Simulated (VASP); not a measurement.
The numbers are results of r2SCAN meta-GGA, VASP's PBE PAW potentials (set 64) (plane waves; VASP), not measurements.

VASP ran on this input.

### POSCAR
```
Ni3Al
1
    3.5203344756     0.0000000000    -0.0000000000
   -0.0000000000     3.5203344756    -0.0000000000
    0.0000000000     0.0000000000     3.5203344756
Al Ni
1 3
Direct
  0.0000000000   0.0000000000   0.0000000000
  0.0000000000   0.5000000000   0.5000000000
  0.5000000000   0.0000000000   0.5000000000
  0.5000000000   0.5000000000   0.0000000000
```

INCAR:
```
! general
SYSTEM   =  Ni3Al
PREC     =  Accurate
ENCUT    =  480
LREAL    =  F
LASPH    =  T

! electronic loop
EDIFF    =  1E-6
NELM     =  100
ALGO     =  Normal
LMAXMIX  =  4
LMIXTAU  =  T

! smearing
ISMEAR   =  1
SIGMA    =  0.1

! functional
METAGGA  =  R2SCAN

! spin
ISPIN    =  2
MAGMOM   =  0.0 0.5 0.5 0.5

! ions
IBRION   =  2
NSW      =  60
ISIF     =  3
EDIFFG   =  -0.02

! output
LWAVE    =  F
LCHARG   =  F
LORBIT   =  10
```

### KPOINTS
```
Automatic
0
G
 8 8 8
0 0 0
```

POTCAR, in this order: Al Ni (PBE.64 set). Program: vasp_std.

Estimate the energy per atom (σ→0), cell moment, volume per atom, band gap (on the k-mesh).

```json
{
  "energy per atom (σ→0)": "-11.075 eV/atom",
  "cell_moment": "0.84 μB",
  "band gap (on the k-mesh)": "none (metal, semimetal or under 0.01 eV)",
  "volume_per_atom": "10.96 Å³/atom"
}
```

File OSZICAR:
```
...
DAV:   3    -0.442999090489E+02    0.12953E-01   -0.49669E-02  3211   0.395E+00    0.135E-01
DAV:   4    -0.442997228495E+02    0.18620E-03   -0.10678E-03  3048   0.298E-01    0.878E-02
DAV:   5    -0.442996956624E+02    0.27187E-04   -0.40465E-05  3819   0.800E-02    0.285E-02
DAV:   6    -0.442996910452E+02    0.46172E-05   -0.20714E-05  3481   0.663E-02    0.935E-03
DAV:   7    -0.442996893667E+02    0.16784E-05   -0.28024E-06  2471   0.224E-02    0.541E-03
DAV:   8    -0.442996876947E+02    0.16720E-05   -0.58201E-07  1500   0.120E-02    0.197E-03
DAV:   9    -0.442996872121E+02    0.48264E-06   -0.12158E-07  1495   0.378E-03
   3 F= -.44299687E+02 E0= -.44299875E+02  d E =-.717808E-03  mag=     0.8381
```

The compound is Ni3Al in the L1_2 structure. This run relaxes it. Symmetry was kept, so distortions that lower it aren't found. The start is the result of an earlier pass.
